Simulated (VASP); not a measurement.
Input:

```
CELL_PARAMETERS angstrom
      0.00000     2.06273     2.06273
      2.06273     0.00000     2.06273
      2.06273     2.06273     0.00000
ATOMIC_POSITIONS crystal
  Au 0.00000 0.00000 0.00000
```

Level of theory: r2SCAN meta-GGA, VASP's PBE PAW potentials (set 64) (plane waves; VASP). Numerical set-up: 520 eV cut-off, 17×17×17 Γ-centred mesh, tetrahedra with Blöchl corrections, potentials Au.

Problem. Give the energies of bands 1 to 7 at the high-symmetry points, in eV from the Fermi level.

Solution. 
```json
[
 {"band": "1", "Γ": "-9.83", "X": "-7.12", "U": "-6.55", "L": "-7.38", "W": "-6.04"},
 {"band": "2", "Γ": "-4.85", "X": "-6.86", "U": "-5.92", "L": "-4.89", "W": "-5.27"},
 {"band": "3", "Γ": "-4.85", "X": "-2.27", "U": "-3.96", "L": "-4.89", "W": "-5.27"},
 {"band": "4", "Γ": "-4.85", "X": "-1.88", "U": "-3.10", "L": "-2.21", "W": "-3.51"},
 {"band": "5", "Γ": "-3.39", "X": "-1.88", "U": "-2.32", "L": "-2.21", "W": "-1.88"},
 {"band": "6", "Γ": "-3.39", "X": "1.21", "U": "3.90", "L": "-0.72", "W": "4.72"},
 {"band": "7", "Γ": "15.30", "X": "5.70", "U": "4.77", "L": "2.95", "W": "6.46"}
]
```

It has no gap at this level: it comes out as a metal or semimetal.

The compound is Au in the fcc structure. It was relaxed first.
